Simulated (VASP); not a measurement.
# A first-principles U for Zn3Co

What U does Zn3Co call for? The start is a computed cell from the Materials Project.

Main program and level: VASP 6.6.1; LDA, spin-polarised from a ferromagnetic start; plane waves and PAW (Co, Co, Zn), in the first sound run; inputs show where later runs differ.

## 1. The starting structure

Symmetry: P6_3/mmc, No. 194, hexagonal system. Conventional cell: a = 5.232 Å, b = 5.232 Å, c = 4.200 Å, α = 90.00°, β = 90.00°, γ = 120.00°. Co has 12 Zn at 2.56 to 2.62 Å nearest. Zn has 8 Zn at 2.55 to 2.68 Å and 4 Co at 2.56 to 2.62 Å nearest. Farther neighbours are not listed.

## 2. Ground state

The shifted atom is typed as a species of its own, and density and orbitals are saved as the common start.

The input, INCAR:

```
SYSTEM = Zn3Co
PREC = Normal
ENCUT = 350
EDIFF = 1E-06
NELM = 150
ISMEAR = 1
SIGMA = 0.05
LREAL = .FALSE.
ALGO = Normal
GGA = CA
NBANDS = 54
ISPIN = 2
MAGMOM = 2 2 0 0 0 0 0 0
LASPH = .TRUE.
LMAXMIX = 4
LORBIT = 11
LWAVE = .TRUE.
LCHARG = .TRUE.
KPAR = 2
AMIX = 0.2
BMIX = 1E-04
AMIX_MAG = 0.8
BMIX_MAG = 1E-04
```

The input, POSCAR:

```
Zn3Co
1.0
    5.2323674750      0.0000000000      0.0000000000
   -2.6161837375      4.5313631553      0.0000000000
    0.0000000000      0.0000000000      4.2000468900
Co Co Zn
1 1 6
Direct
    0.3333333333      0.6666666667      0.7500000000
    0.6666666667      0.3333333333      0.2500000000
    0.1709387450      0.3418774900      0.2500000000
    0.1709387450      0.8290612550      0.2500000000
    0.6581225100      0.8290612550      0.2500000000
    0.8290612550      0.6581225100      0.7500000000
    0.8290612550      0.1709387450      0.7500000000
    0.3418774900      0.1709387450      0.7500000000
```

The input, KPOINTS:

```
Automatic mesh
0
Gamma
4 4 4
0 0 0
```

PAW data sets: Co, Co and Zn (LDA family, release 64).

Started as:

```console
> mpirun -np 2 vasp_std
```

Output:

```text
[banner, memory and clock lines left out]
running    2 mpi-ranks, on    1 nodes
 distrk:  each k-point on    1 cores,    2 groups
 distr:  one band on    1 cores,    1 groups

 POSCAR found type information on POSCAR CoCoZn
 POSCAR found :  3 types and       8 ions
 LDA part: xc-table for (Slater(with rela. corr.)+CA(PZ))
 , standard interpolation
 POSCAR, INCAR and KPOINTS ok, starting setup
 FFT: planning ... GRIDC
 FFT: planning ... GRID_SOFT
 FFT: planning ... GRID
 WAVECAR not read
 entering main loop
       N       E                     dE             d eps       ncg     rms          rms(c)
DAV:   1     0.595983417457E+03    0.59598E+03   -0.32569E+04  2592   0.206E+03
DAV:   2     0.320267362405E+02   -0.56396E+03   -0.54529E+03  2598   0.442E+02
DAV:   3    -0.289579480637E+02   -0.60985E+02   -0.59730E+02  2706   0.160E+02
DAV:   4    -0.303816360921E+02   -0.14237E+01   -0.14192E+01  2798   0.287E+01
DAV:   5    -0.303982252013E+02   -0.16589E-01   -0.16582E-01  3686   0.249E+00    0.164E+01
DAV:   6    -0.294340057541E+02    0.96422E+00   -0.77373E+00  2818   0.283E+01    0.117E+01
DAV:   7    -0.284867321253E+02    0.94727E+00   -0.27375E+00  3144   0.238E+01    0.962E+00
DAV:   8    -0.282806407023E+02    0.20609E+00   -0.11413E+00  3044   0.103E+01    0.627E+00
DAV:   9    -0.282785949230E+02    0.20458E-02   -0.52140E-01  2756   0.695E+00    0.192E+00
DAV:  10    -0.282808900044E+02   -0.22951E-02   -0.34419E-01  3074   0.410E+00    0.269E+00
DAV:  11    -0.282455828139E+02    0.35307E-01   -0.19061E-01  3122   0.283E+00    0.521E-01
DAV:  12    -0.282472593371E+02   -0.16765E-02   -0.76900E-03  2894   0.486E-01    0.441E-01
DAV:  13    -0.282477935790E+02   -0.53424E-03   -0.10292E-03  3306   0.249E-01    0.231E-01
DAV:  14    -0.282477619050E+02    0.31674E-04   -0.13729E-03  3328   0.302E-01    0.989E-02
DAV:  15    -0.282477012283E+02    0.60677E-04   -0.28613E-04  2710   0.145E-01    0.403E-02
DAV:  16    -0.282476982371E+02    0.29911E-05   -0.22022E-05  2980   0.299E-02    0.261E-02
DAV:  17    -0.282476976625E+02    0.57470E-06   -0.60428E-06  2194   0.247E-02
   1 F= -.28247698E+02 E0= -.28247383E+02  d E =-.943401E-03  mag=     0.0721
 writing wavefunctions
```

The job ended after 44 s (2 MPI ranks of AMD EPYC 7R43, shared host; peak memory 0.25 GiB; 86 s of CPU time).

The logs omit lines about the potential files and the build; timing stands in the text.

Parts of OUTCAR (step 2):

```text
ion  position               nearest neighbor table
   1  0.333  0.667  0.750-   4 2.56   4 2.56   5 2.56   5 2.56   3 2.56   3 2.56   6 2.62   8 2.62
                             7 2.62   7 2.62   6 2.62   8 2.62
   2  0.667  0.333  0.250-   7 2.56   7 2.56   8 2.56   8 2.56   6 2.56   6 2.56   3 2.62   5 2.62
                             4 2.62   4 2.62   3 2.62   5 2.62
   3  0.171  0.342  0.250-   4 2.55   5 2.55   1 2.56   1 2.56   8 2.61   7 2.61   7 2.61   8 2.61
                             2 2.62   2 2.62   4 2.68   5 2.68
   4  0.171  0.829  0.250-   5 2.55   3 2.55   1 2.56   1 2.56   6 2.61   6 2.61   8 2.61   8 2.61
                             2 2.62   2 2.62   5 2.68   3 2.68
   5  0.658  0.829  0.250-   4 2.55   3 2.55   1 2.56   1 2.56   6 2.61   6 2.61   7 2.61   7 2.61
                             2 2.62   2 2.62   4 2.68   3 2.68
   6  0.829  0.658  0.750-   7 2.55   8 2.55   2 2.56   2 2.56   5 2.61   4 2.61   4 2.61   5 2.61
                             1 2.62   1 2.62   7 2.68   8 2.68
   7  0.829  0.171  0.750-   8 2.55   6 2.55   2 2.56   2 2.56   3 2.61   3 2.61   5 2.61   5 2.61
                             1 2.62   1 2.62   8 2.68   6 2.68
   8  0.342  0.171  0.750-   7 2.55   6 2.55   2 2.56   2 2.56   3 2.61   3 2.61   4 2.61   4 2.61
                             1 2.62   1 2.62   7 2.68   6 2.68

  LATTYP: Found a hexagonal cell.
 ALAT       =     5.2323674750
 C/A-ratio  =     0.8027048769

 Subroutine GETGRP returns: Found 12 space group operations
 (whereof  6 operations were pure point group operations)

The static configuration has the point symmetry C_3v.
 The point group associated with its full space group is D_3h.

 Found     12 irreducible k-points:

   k-points           NKPTS =     12   k-points in BZ     NKDIM =     12   number of bands    NBANDS=     54

   dimension x,y,z NGX =    24 NGY =   24 NGZ =   20
   dimension x,y,z NGXF=    48 NGYF=   48 NGZF=   40

   ENCUT  =  350.0 eV  25.72 Ry    5.07 a.u.   7.98  7.98  6.41*2*pi/ulx,y,z

   NELECT =      90.0000    total number of electrons

 k-points in reciprocal lattice and weights: Automatic mesh
   0.00000000  0.00000000  0.00000000       0.016
   0.25000000  0.00000000  0.00000000       0.094
   0.50000000  0.00000000  0.00000000       0.047
   0.25000000  0.25000000  0.00000000       0.094
   0.00000000  0.00000000  0.25000000       0.031
   0.25000000  0.00000000  0.25000000       0.188
   0.50000000  0.00000000  0.25000000       0.094
   0.25000000  0.25000000  0.25000000       0.188
   0.00000000  0.00000000  0.50000000       0.016
   0.25000000  0.00000000  0.50000000       0.094
   0.50000000  0.00000000  0.50000000       0.047
   0.25000000  0.25000000  0.50000000       0.094

 average (electrostatic) potential at core
       1 -82.5753       2 -82.5752       3 -35.7986       4 -35.7986       5 -35.7986
       6 -35.7985       7 -35.7985       8 -35.7985

 E-fermi :   4.9732

 spin component 1
 k-point     1 :       0.0000    0.0000    0.0000
  band No.  band energies     occupation
    ...
     41       3.9409      1.00000
     42       3.9409      1.00000
     43       4.5035      1.00000
     44       4.5035      1.00000
     45       4.8221      1.00008
     46       5.2043     -0.00000
     47       5.3510     -0.00000
     48       5.3510     -0.00000
     49       6.9424      0.00000
     50      10.4211      0.00000
    ...

 k-point     2 :       0.2500    0.0000    0.0000
  band No.  band energies     occupation
    ...
     41       4.1272      1.00000
     42       4.1438      1.00000
     43       4.2051      1.00000
     44       4.6005      1.00000
     45       4.7141      1.00000
     46       6.0856      0.00000
     47       6.4146      0.00000
     48       6.7806      0.00000
     49       7.7056      0.00000
     50       8.6266      0.00000
    ...

 k-point     3 :       0.5000    0.0000    0.0000
  band No.  band energies     occupation
    ...
     40       3.7939      1.00000
     41       3.7949      1.00000
     42       4.1445      1.00000
     43       4.2281      1.00000
     44       4.7932      1.00000
     45       5.9172     -0.00000
     46       6.5914      0.00000
     47       6.6684      0.00000
     48       8.1116      0.00000
     49       8.5374      0.00000
    ...

 k-point     4 :       0.2500    0.2500    0.0000
  band No.  band energies     occupation
    ...
     39       3.5237      1.00000
     40       3.6576      1.00000
     41       3.9488      1.00000
     42       4.0657      1.00000
     43       4.2592      1.00000
     44       5.4547     -0.00000
     45       5.7084     -0.00000
     46       5.9536     -0.00000
     47       6.6645      0.00000
     48       7.7282      0.00000
    ...

 k-point     5 :       0.0000    0.0000    0.2500
  band No.  band energies     occupation
    ...
     41       3.9439      1.00000
     42       3.9439      1.00000
     43       4.3212      1.00000
     44       4.3212      1.00000
     45       4.5946      1.00000
     46       5.2457     -0.00000
     47       5.2457     -0.00000
     48       5.2772     -0.00000
     49       8.3943      0.00000
     50       8.3944      0.00000
    ...

 k-point     6 :       0.2500    0.0000    0.2500
  band No.  band energies     occupation
    ...
     41       3.9368      1.00000
     42       3.9475      1.00000
     43       4.2842      1.00000
     44       4.3285      1.00000
     45       4.7397      1.00000
     46       5.3885     -0.00000
     47       5.7940     -0.00000
     48       6.0742      0.00000
     49       7.9537      0.00000
     50       8.1212      0.00000
    ...

  Total       -4.3528197     -4.3528197     -5.3032579      0.0000000      0.0000000      0.0000000
  in kB      -70.0325625    -70.0325625    -85.3241729      0.0000000      0.0000000      0.0000000
  external PRESSURE =     -75.1297660 kB  Pullay stress =       0.0000000 kB

  energy-cutoff  :      350.00
  volume of cell :       99.58
      direct lattice vectors                 reciprocal lattice vectors
     5.232367475  0.000000000  0.000000000     0.191118075  0.110342072  0.000000000
    -2.616183738  4.531363155  0.000000000     0.000000000  0.220684144  0.000000000
     0.000000000  0.000000000  4.200046890     0.000000000  0.000000000  0.238092580

 POSITION                                       TOTAL-FORCE (eV/Angst)
 -----------------------------------------------------------------------------------
     -0.00000      3.02091      3.15004         0.000000     -0.000000     -0.000000
      2.61618      1.51045      1.05001         0.000000     -0.000000     -0.000000
      0.00000      1.54917      1.05001         0.000000      0.059267     -0.000000
     -1.27456      3.75678      1.05001         0.051327     -0.029633     -0.000000
      1.27456      3.75678      1.05001        -0.051327     -0.029633     -0.000000
      2.61618      2.98219      3.15004         0.000000     -0.059306      0.000000
      3.89075      0.77459      3.15004        -0.051361      0.029653     -0.000000
      1.34162      0.77459      3.15004         0.051361      0.029653     -0.000000
 -----------------------------------------------------------------------------------
    total drift:                                0.000000     -0.000000     -0.000000

  FREE ENERGIE OF THE ION-ELECTRON SYSTEM (eV)
  ---------------------------------------------------
  free  energy   TOTEN  =       -28.2476976625 eV

  energy  without entropy=      -28.2467542612  energy(sigma->0) =      -28.24738320

 total charge
# of ion       s       p       d       tot
------------------------------------------
    1        0.379   0.375   7.481   8.235
    2        0.379   0.375   7.481   8.235
    3        0.609   0.578   9.734  10.921
    4        0.609   0.578   9.734  10.921
    5        0.609   0.578   9.734  10.921
    6        0.609   0.578   9.734  10.921
    7        0.609   0.578   9.734  10.921
    8        0.609   0.578   9.734  10.921
--------------------------------------------------
tot          4.412   4.220  73.366  81.998

 magnetization (x)
# of ion       s       p       d       tot
------------------------------------------
    1        0.000   0.001   0.036   0.037
    2        0.000   0.001   0.034   0.035
    3       -0.000  -0.000  -0.000  -0.000
    4       -0.000  -0.000  -0.000  -0.000
    5       -0.000  -0.000  -0.000  -0.000
    6       -0.000  -0.000  -0.000  -0.000
    7       -0.000  -0.000  -0.000  -0.000
    8       -0.000  -0.000  -0.000  -0.000
--------------------------------------------------
tot         -0.001   0.001   0.070   0.070

[... 6 further parts left out ...]
```

The k-mesh is coarse for a metal.

Numbers from this step:

| Item | Value |
| --- | --- |
| electronic cycles | 17 |
| electrons | 90 |
| free energy (TOTEN) | -28.25 eV |
| energy at zero smearing | -28.25 eV |
| Fermi energy | 4.973 eV |
| moment of the cell, from the last line of the log | 0.0721 μB |
| labelled metallic, from the levels on this mesh | yes |

Spin moment in the PAW sphere by atom:

| atom | spin moment in the PAW sphere (μB) |
| --- | --- |
| Co1 | 0.0370 |
| Co2 | 0.0350 |
| Zn3 | 0.0000 |
| Zn4 | 0.0000 |
| Zn5 | 0.0000 |
| Zn6 | 0.0000 |
| Zn7 | 0.0000 |
| Zn8 | 0.0000 |

Force by atom:

| atom | x (eV/Å) | y (eV/Å) | z (eV/Å) | size |
| --- | --- | --- | --- | --- |
| Co1 | 0.0000 | 0.0000 | 0.0000 | 0.0000 |
| Co2 | 0.0000 | 0.0000 | 0.0000 | 0.0000 |
| Zn3 | 0.0000 | 0.0593 | 0.0000 | 0.0593 |
| Zn4 | 0.0513 | -0.0296 | 0.0000 | 0.0593 |
| Zn5 | -0.0513 | -0.0296 | 0.0000 | 0.0593 |
| Zn6 | 0.0000 | -0.0593 | 0.0000 | 0.0593 |
| Zn7 | -0.0514 | 0.0297 | 0.0000 | 0.0593 |
| Zn8 | 0.0514 | 0.0297 | 0.0000 | 0.0593 |

The moments of the start collapsed, so the response belongs to a non-magnetic state; an antiferromagnetic one was not tried and may lie lower.

## 3. Shifted potential, frozen density, alpha -0.2

This step: LDA, with a shift of one shell's potential, spin-polarised from a ferromagnetic start; plane waves and PAW (Co, Co, Zn) (VASP 6.6.1).

With the density held, the shell's charge shows the bare response.

INCAR, as its differences from that of step 2:

```diff
@@ -16,4 +16,4 @@
 LORBIT = 11
-LWAVE = .TRUE.
-LCHARG = .TRUE.
+LWAVE = .FALSE.
+LCHARG = .FALSE.
 KPAR = 2
@@ -23 +23,7 @@
 BMIX_MAG = 1E-04
+LDAU = .TRUE.
+LDAUTYPE = 3
+LDAUL = 2 -1 -1
+LDAUU = -0.2 0 0
+LDAUJ = -0.2 0 0
+ICHARG = 11
```

POSCAR is that of step 2.

KPOINTS is that of step 2.

The WAVECAR or CHGCAR of an earlier step is read.

Started as:

```console
> mpirun -np 2 vasp_std
```

Output:

```text
[banner, memory and clock lines left out]
running    2 mpi-ranks, on    1 nodes
 distrk:  each k-point on    1 cores,    2 groups
 distr:  one band on    1 cores,    1 groups

 POSCAR found type information on POSCAR CoCoZn
 POSCAR found :  3 types and       8 ions
 LDA part: xc-table for (Slater(with rela. corr.)+CA(PZ))
 , standard interpolation
 found WAVECAR, reading the header
 POSCAR, INCAR and KPOINTS ok, starting setup
 FFT: planning ... GRIDC
 FFT: planning ... GRID_SOFT
 FFT: planning ... GRID
 reading WAVECAR
 the WAVECAR file was read successfully
 charge density read from file: CHGCAR, Zn3Co
magnetization read from file: component  1
 entering main loop
       N       E                     dE             d eps       ncg     rms          rms(c)
DAV:   1    -0.267682620947E+02   -0.26768E+02   -0.10490E-01  4148   0.148E+00
DAV:   2    -0.267687208945E+02   -0.45880E-03   -0.45880E-03  2628   0.316E-01
DAV:   3    -0.267687220257E+02   -0.11312E-05   -0.11315E-05  2476   0.150E-02
DAV:   4    -0.267687220540E+02   -0.28247E-07   -0.27918E-07  1374   0.293E-03
   1 F= -.26768722E+02 E0= -.26768104E+02  d E =-.185300E-02  mag=     0.0721
```

Run time: 11 s. Hardware: 2 MPI ranks; peak memory 0.26 GiB.

From OUTCAR (step 3):

```text
 Found     12 irreducible k-points:

   NELECT =      90.0000    total number of electrons

 E-fermi :   5.0557

 spin component 1
 k-point     1 :       0.0000    0.0000    0.0000
  band No.  band energies     occupation
    ...
     41       4.0744      1.00000
     42       4.0744      1.00000
     43       4.5769      1.00000
     44       4.5769      1.00000
     45       4.8950      1.00003
     46       5.2234     -0.00001
     47       5.4269     -0.00000
     48       5.4269     -0.00000
     49       6.9939      0.00000
     50      10.4339      0.00000
    ...

 k-point     2 :       0.2500    0.0000    0.0000
  band No.  band energies     occupation
    ...
     41       4.2144      1.00000
     42       4.2459      1.00000
     43       4.2868      1.00000
     44       4.6700      1.00000
     45       4.7931      1.00000
     46       6.0999      0.00000
     47       6.4581      0.00000
     48       6.8138      0.00000
     49       7.7406      0.00000
     50       8.6442      0.00000
    ...

 k-point     3 :       0.5000    0.0000    0.0000
  band No.  band energies     occupation
    ...
     40       3.8677      1.00000
     41       3.8896      1.00000
     42       4.2212      1.00000
     43       4.3286      1.00000
     44       4.8762      1.00000
     45       5.9384     -0.00000
     46       6.6343      0.00000
     47       6.6797      0.00000
     48       8.1451      0.00000
     49       8.5633      0.00000
    ...

 k-point     4 :       0.2500    0.2500    0.0000
  band No.  band energies     occupation
    ...
     39       3.5713      1.00000
     40       3.7523      1.00000
     41       4.0341      1.00000
     42       4.1546      1.00000
     43       4.3558      1.00000
     44       5.5033     -0.00000
     45       5.7454     -0.00000
     46       5.9974     -0.00000
     47       6.6753      0.00000
     48       7.7530      0.00000
    ...

  Total       -8.5222052     -8.5222052     -9.3656207      0.0000000      0.0000000      0.0000000
  in kB     -137.1138492   -137.1138492   -150.6835710      0.0000000      0.0000000      0.0000000
  external PRESSURE =    -141.6370898 kB  Pullay stress =       0.0000000 kB

 POSITION                                       TOTAL-FORCE (eV/Angst)
 -----------------------------------------------------------------------------------
     -0.00000      3.02091      3.15004        -0.000000      0.000000     -0.000000
      2.61618      1.51045      1.05001        -0.000000      0.000000     -0.000000
      0.00000      1.54917      1.05001        -0.000000      0.013280     -0.000000
     -1.27456      3.75678      1.05001         0.011501     -0.006640     -0.000000
      1.27456      3.75678      1.05001        -0.011501     -0.006640      0.000000
      2.61618      2.98219      3.15004        -0.000000     -0.067460      0.000000
      3.89075      0.77459      3.15004        -0.058422      0.033730     -0.000000
      1.34162      0.77459      3.15004         0.058422      0.033730     -0.000000
 -----------------------------------------------------------------------------------
    total drift:                                0.000015     -0.000009     -0.000000

  FREE ENERGIE OF THE ION-ELECTRON SYSTEM (eV)
  ---------------------------------------------------
  free  energy   TOTEN  =       -26.7687220540 eV

  energy  without entropy=      -26.7668690499  energy(sigma->0) =      -26.76810439

 total charge
# of ion       s       p       d       tot
------------------------------------------
    1        0.382   0.381   7.239   8.003
    2        0.380   0.375   7.592   8.347
    3        0.612   0.584   9.737  10.932
    4        0.612   0.584   9.737  10.932
    5        0.612   0.584   9.737  10.932
    6        0.612   0.586   9.736  10.934
    7        0.612   0.586   9.736  10.934
    8        0.612   0.586   9.736  10.934
--------------------------------------------------
tot          4.433   4.265  73.250  81.948

 magnetization (x)
# of ion       s       p       d       tot
------------------------------------------
    1        0.000   0.001   0.051   0.052
    2        0.001   0.001   0.042   0.045
    3       -0.000   0.001   0.000   0.001
    4       -0.000   0.001   0.000   0.001
    5       -0.000   0.001   0.000   0.001
    6       -0.000  -0.000   0.000  -0.000
    7       -0.000  -0.000   0.000  -0.000
    8       -0.000  -0.000   0.000  -0.000
--------------------------------------------------
tot          0.000   0.003   0.094   0.097

[... 9 parts as in an earlier step ...]

[... 9 further parts left out ...]
```

Numbers from this step:

* electronic cycles: 4
* free energy (TOTEN): -26.77 eV
* energy at zero smearing: -26.77 eV
* Fermi energy: 5.056 eV

Energy at zero smearing: -26.76810 eV.

(Continued in part 2 of 3.)

[Lines on the potential files, build, host, timing and source positions are cut from VASP's logs without a mark.]

[Logs are printed without paths, hosts, clocks, repeated set-up lines and the standing remarks that a program may print on its own settings, such as how far it seeks lower states.]

[Hosts, paths, dates, database ids (printed as entryN), source tags and the programs' standing remarks are cut or masked in the printed files.]

[In band tables of VASP the shares of atoms and orbitals are scaled to a sum of 1 inside the atoms' spheres.]

[Runs that stopped without an error message from VASP are left out.]
